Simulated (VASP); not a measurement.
All values below come from PBEsol GGA, VASP's PBE PAW potentials (set 64) (plane waves; VASP 6.6.1).

Input for VASP

**INCAR**
```
ALGO  =  Normal
EDIFF  =  1E-6
ENCUT  =  300
GGA  =  PS
ISIF  =  2
ISMEAR  =  -1
LASPH  =  .TRUE.
LCHARG  =  .FALSE.
LMAXMIX  =  4
LREAL  =  .FALSE.
LWAVE  =  .FALSE.
NELM  =  100
PREC  =  Accurate
SIGMA  =  0.01
SYSTEM  =  CsCaH3
```

KPOINTS:
```
Automatic mesh
0
Gamma
6 6 6
0 0 0
```

**POSCAR**
```
CsCaH3
1
    4.6211900000     0.0000000000     0.0000000000
    0.0000000000     4.6211900000     0.0000000000
    0.0000000000     0.0000000000     4.6211900000
Cs Ca H
1 1 3
Direct
  0.0000000000   0.0000000000   0.0000000000
  0.5000000000   0.5000000000   0.5000000000
  0.5000000000   0.0000000000   0.5000000000
  0.0000000000   0.5000000000   0.5000000000
  0.5000000000   0.5000000000   0.0000000000
```

POTCAR, in this order: Cs_sv Ca_sv H (PBE.64 set). Program: vasp_std.

The resulting files:

OSZICAR:
```
       N       E                     dE             d eps       ncg     rms          rms(c)
DAV:   1     0.107903531738E+03    0.10790E+03   -0.80797E+03   624   0.872E+02
DAV:   2    -0.841451066799E+01   -0.11632E+03   -0.11390E+03   747   0.232E+02
DAV:   3    -0.162061898100E+02   -0.77917E+01   -0.77843E+01  1121   0.532E+01
DAV:   4    -0.163334407552E+02   -0.12725E+00   -0.12724E+00   840   0.611E+00
DAV:   5    -0.163367276611E+02   -0.32869E-02   -0.32869E-02  1003   0.676E-01    0.622E+00
DAV:   6    -0.152687180014E+02    0.10680E+01   -0.12784E+00   649   0.498E+00    0.309E+00
DAV:   7    -0.149743909150E+02    0.29433E+00   -0.15749E+00   691   0.498E+00    0.757E-01
DAV:   8    -0.149853119121E+02   -0.10921E-01   -0.11989E-01   796   0.217E+00    0.302E-01
DAV:   9    -0.149818031731E+02    0.35087E-02   -0.15759E-02   747   0.675E-01    0.523E-02
DAV:  10    -0.149818980815E+02   -0.94908E-04   -0.11448E-03  1014   0.231E-01    0.239E-02
DAV:  11    -0.149819056250E+02   -0.75435E-05   -0.10911E-05   838   0.262E-02    0.191E-02
DAV:  12    -0.149819162373E+02   -0.10612E-04   -0.21807E-05   911   0.410E-02    0.787E-03
DAV:  13    -0.149819141619E+02    0.20753E-05   -0.92639E-06   663   0.167E-02    0.158E-03
DAV:  14    -0.149819139769E+02    0.18505E-06   -0.44169E-07   629   0.567E-03
   1 F= -.14981914E+02 E0= -.14981914E+02  d E =-.219096E-11
```

### OUTCAR
```
------------------------ aborting loop because EDIFF is reached ----------------------------------------
  FORCE on cell =-STRESS in cart. coord.  units (eV):
  Direction    XX          YY          ZZ          XY          YZ          ZX
  --------------------------------------------------------------------------------------
  Total       -1.1248897     -1.1248897     -1.1248897      0.0000000      0.0000000     -0.0000000
  in kB      -18.2624505    -18.2624505    -18.2624505      0.0000000      0.0000000     -0.0000000
  external PRESSURE =     -18.2624505 kB  Pullay stress =       0.0000000 kB
  volume of cell :       98.69
      direct lattice vectors                 reciprocal lattice vectors
     4.621190000  0.000000000  0.000000000     0.216394478  0.000000000  0.000000000
     0.000000000  4.621190000  0.000000000     0.000000000  0.216394478  0.000000000
     0.000000000  0.000000000  4.621190000     0.000000000  0.000000000  0.216394478
 POSITION                                       TOTAL-FORCE (eV/Angst)
 -----------------------------------------------------------------------------------
      0.00000      0.00000      0.00000         0.000000      0.000000      0.000000
      2.31060      2.31060      2.31060         0.000000      0.000000      0.000000
      2.31060      0.00000      2.31060         0.000000      0.000000      0.000000
      0.00000      2.31060      2.31060         0.000000      0.000000      0.000000
      2.31060      2.31060      0.00000         0.000000      0.000000      0.000000
 -----------------------------------------------------------------------------------
    total drift:                                0.000000      0.000000      0.000000
  FREE ENERGIE OF THE ION-ELECTRON SYSTEM (eV)
  ---------------------------------------------------
  free  energy   TOTEN  =       -14.9819139769 eV

  energy  without entropy=      -14.9819139769  energy(sigma->0) =      -14.98191398
```
(Selected blocks of OUTCAR.)

**OUTCAR**
```
 val. band max:       -0.4857848556   @ k =   0.5000   0.5000   0.0000

 cond. band min:       2.4448564194   @ k =   0.5000   0.5000   0.0000


 Fermi energy:        -0.2606998211

 k-point     1 :       0.0000    0.0000    0.0000
  band No.  band energies     occupation
      1     -39.2787      2.00000
      2     -20.6231      2.00000
      3     -20.3690      2.00000
      4     -20.3690      2.00000
      5     -20.3690      2.00000
      6      -7.3341      2.00000
      7      -7.3341      2.00000
      8      -7.3341      2.00000
      9      -3.2457      2.00000
     10      -1.1431      2.00000
     11      -1.1431      2.00000
     12       5.0402      0.00000
     13       5.0402      0.00000
     14       5.0402      0.00000
     15       5.9093      0.00000

 k-point     2 :       0.1667    0.0000    0.0000
  band No.  band energies     occupation
      1     -39.2785      2.00000
      2     -20.6254      2.00000
      3     -20.3686      2.00000
      4     -20.3686      2.00000
      5     -20.3667      2.00000
      6      -7.4848      2.00000
      7      -7.3256      2.00000
      8      -7.3256      2.00000
      9      -2.9665      2.00000
     10      -1.0775      2.00000
     11      -1.0590      2.00000
     12       4.9420      0.00000
     13       4.9420      0.00000
     14       5.1219      0.00000
     15       5.4095      0.00000

 k-point     3 :       0.3333    0.0000    0.0000
  band No.  band energies     occupation
      1     -39.2781      2.00000
      2     -20.6308      2.00000
      3     -20.3679      2.00000
      4     -20.3679      2.00000
      5     -20.3620      2.00000
      6      -7.7521      2.00000
      7      -7.3086      2.00000
      8      -7.3086      2.00000
      9      -2.2983      2.00000
     10      -1.0569      2.00000
     11      -0.9387      2.00000
     12       4.6306      0.00000
     13       4.8083      0.00000
     14       4.8083      0.00000
     15       5.2311      0.00000
...
```

At this cut-off the stress carries a Pulay error, which pulls relaxed volumes low. Unless said otherwise, spin-orbit coupling is left out, though it shifts the bands of the heavy elements here.

The structure comes from a computed database's CsCaH3 entry (Pm-3m); how it stands against other phases isn't given here. The cell was not relaxed at this level.
